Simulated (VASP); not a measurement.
## Li3HS: relaxation of cell and atoms with PBE

Crystal: Li3HS.

```xyz
5
Lattice="3.8519 0.0000 0.0000 0.0000 3.8519 0.0000 0.0000 0.0000 3.8519" Properties=species:S:1:pos:R:3 pbc="T T T"
S     1.9259    1.9259    1.9259
H     0.0000    0.0000    0.0000
Li    1.9259    0.0000    0.0000
Li    0.0000    1.9259    0.0000
Li    0.0000    0.0000    1.9259
```

The cell comes from a database or a generator and needn't be the stable form of this composition.

```yaml
Program: VASP 6.6.1
Task: relaxation of cell and atoms
Functional: PBE
Potentials_or_basis: VASP PAW PBE potentials, release 64 (S, H, Li_sv)
Cutoff: 600 eV
k_mesh: 8 × 8 × 8
Occupations: gaussian, width 0.03 eV
Spin: no spin polarisation
Further_INCAR_settings: ALGO = Normal; EDIFF = 1e-06; IBRION = 2; EDIFFG = -0.01; NSW = 90; ISIF = 3
```

The relaxed volume is 10.92 Å³/atom, the relaxed cell is a = 3.794 Å, b = 3.794 Å, c = 3.794 Å, α = 90.00°, β = 90.00°, γ = 90.00° and the space group after relaxing (to 0.05 Å) is Pm-3m (No. 221). The energy gained by relaxing is 2.9 meV/atom, the ionic steps are 3 and the pressure after relaxing is 0.1 GPa. The band gap on the k mesh is 4.18 eV, indirect (least direct gap 4.59 eV).

Step by step:
| step | energy change (eV) | largest force (eV/Å) | pressure (GPa) | volume (Å³) |
| --- | --- | --- | --- | --- |
| 1 | 0.0000 | 0.0000 | -1.81 | 57.15 |
| 2 | -0.0096 | 0.0000 | -1.09 | 56.09 |
| 3 | -0.0145 | 0.0000 | 0.06 | 54.59 |

Final structure:
```yaml
crystal:
  lattice:
    - [3.79359, 0.00000, 0.00000]
    - [0.00000, 3.79359, 0.00000]
    - [0.00000, 0.00000, 3.79359]
  atoms:
    - { symbol: S, position: [0.50000, 0.50000, 0.50000] }
    - { symbol: H, position: [0.00000, 0.00000, 0.00000] }
    - { symbol: Li, position: [0.50000, 0.00000, 0.00000] }
    - { symbol: Li, position: [0.00000, 0.50000, 0.00000] }
    - { symbol: Li, position: [0.00000, 0.00000, 0.50000] }
```

Levels at points of the mesh, in eV from the valence-band top:
```tsv
k point	band 5	band 6	band 7	band 8	band 9	band 10	band 11	band 12
(0.00, 0.00, 0.00)	-2.55	-1.13	-1.13	-1.13	6.44	6.44	7.32	7.32
(0.50, 0.00, 0.00)	-4.50	-0.47	-0.47	-0.41	4.18	4.99	4.99	5.79
(0.50, 0.50, 0.00)	-3.42	-2.82	-2.82	0.00	4.92	7.31	7.31	7.72
(0.50, 0.50, 0.50)	-3.43	-2.65	-2.65	-2.65	4.95	4.95	4.95	10.55
```

Wall time 59 s on 1 thread of Intel(R) Xeon(R) Platinum 8375C CPU @ 2.90GHz (Ice Lake) (shared host), peak memory 0.19 GiB.

Caveat: the cutoff is under 1.25 times the usual one of these potentials, so pressure, stress and relaxed cells hold a basis-set (Pulay) error. A k mesh can miss the band edges.
